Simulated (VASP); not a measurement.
Level of theory: PBE GGA, VASP's PBE PAW potentials (set 64) (plane waves; VASP).

Input for VASP

POSCAR:
```
Ir
1
    0.0000000000     1.9200000000     1.9200000000
    1.9200000000     0.0000000000     1.9200000000
    1.9200000000     1.9200000000     0.0000000000
Ir
1
Direct
  0.0000000000   0.0000000000   0.0000000000
```

INCAR:
```
# general
SYSTEM  = Ir
PREC    = Accurate
ENCUT   = 400
LREAL   = F
LASPH   = T

# electronic loop
EDIFF   = 1E-5
NELM    = 100
ALGO    = Normal
LMAXMIX = 6

# smearing
ISMEAR  = 1
SIGMA   = 0.1

# functional
GGA     = PE

# ions
ISIF    = 2

# output
LWAVE   = F
LCHARG  = F
```

**KPOINTS**
```
Automatic mesh
0
Gamma
15 15 15
0 0 0
```

POTCAR, in this order: Ir (PBE.64 set). Program: vasp_std.

Task: What will the output report for the number of irreducible k-points (NKPTS), number of bands (NBANDS), largest plane-wave count, number of space-group operations, FFT grid (NGX, NGY, NGZ)?

Result: 
```json
{
 "number of irreducible k-points (NKPTS)": "120",
 "number of bands (NBANDS)": "8",
 "largest_plane_wave_count": "271",
 "number_of_space_group_operations": "48",
 "FFT grid (NGX, NGY, NGZ)": "18 × 18 × 18"
}
```

The compound is Ir in the fcc structure. The cell was not relaxed at this level. The run is one of a series of settings (EDIFF = 1E-5 against the base run), some of them coarse on purpose.
